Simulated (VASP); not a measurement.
Data:

```yaml
crystal:
  lattice:
    - [4.05331, 0.00000, 0.00000]
    - [-2.02666, 3.51027, 0.00000]
    - [0.00000, 0.00000, 2.99422]
  atoms:
    - { symbol: Hf, position: [0.00000, 0.00000, 0.00000] }
    - { symbol: Ge, position: [0.66667, 0.33333, 0.50000] }
```

All values below come from r2SCAN meta-GGA, VASP's PBE PAW potentials (set 64) (plane waves; VASP). Numerical set-up: 400 eV cut-off, 12×12×14 Γ-centred mesh, tetrahedra with Blöchl corrections, potentials Hf_pv Ge_d.

Give the energies of bands 10 to 15 at the high-symmetry points, in eV from the Fermi level.

```
band      Γ      M      K      A      L      H
----  -----  -----  -----  -----  -----  -----
10    -2.67  -5.72  -5.35  -6.13  -4.67  -4.44
11    -2.67  -1.76  -3.68  -1.51  -2.70  -4.02
12    -1.86  -1.40   0.04  -1.51  -2.35  -0.77
13     3.30   1.72   0.87   0.64   0.38   0.95
14     3.93   1.91   1.95   0.64   2.67   1.56
15     3.93   2.44   2.91   3.90   2.99   3.56
```

It has no gap at this level: it comes out as a metal or semimetal.

The structure was generated: HfGe was put into the WC type (P-6m2), which need not be its known phase. It was relaxed first.
